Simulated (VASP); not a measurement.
Consider the following.

```
CELL_PARAMETERS angstrom
      0.00000     2.03263     2.03263
      2.03263     0.00000     2.03263
      2.03263     2.03263     0.00000
ATOMIC_POSITIONS crystal
  Li 0.00000 0.00000 0.00000
  F  0.50000 0.50000 0.50000
```

These are vdW-DF2, VASP's PBE PAW potentials (set 64) (plane waves; VASP) values and carry that method's errors. Numerical set-up: 520 eV cut-off, Gaussian smearing of 0.050 eV, potentials Li_sv F.

### Question
Estimate the band gap (along the path) with the smallest direct gap where there is one.

### Answer

The band gap (along the path) is 8.98 eV and the smallest direct gap (along the path) is 8.98 eV.

The absolute energy has meaning only against runs of the same code, potentials and settings.

The compound is LiF in the rock salt structure. It was relaxed first.
